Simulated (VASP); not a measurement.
```
ZrC
1.0
    0.00000     2.39700     2.39700
    2.39700     0.00000     2.39700
    2.39700     2.39700     0.00000
Zr C
1 1
Cartesian
  0.00000   0.00000   0.00000
  2.39700   2.39700   2.39700
```

Calculation: PBE GGA, VASP's PBE PAW potentials (set 64) (plane waves; VASP). Numerical set-up: 520 eV cut-off, 12×12×12 Γ-centred mesh, first-order Methfessel-Paxton smearing of 0.50 eV, potentials Zr_sv C.

### Question
Predict the energy per atom (σ→0), pressure, band gap (on the k-mesh) with the smallest direct gap where there is one.

### Answer

```
Quantity                                                     Value
------------------------  ----------------------------------------
band gap (on the k-mesh)  none (metal, semimetal or under 0.01 eV)
energy per atom (σ→0)                               -9.707 eV/atom
pressure                                                -10.54 GPa
```

The compound is ZrC in the rock salt structure. The cell was not relaxed at this level. The run is one of a series of settings (SIGMA = 0.5 against the base run), some of them coarse on purpose.
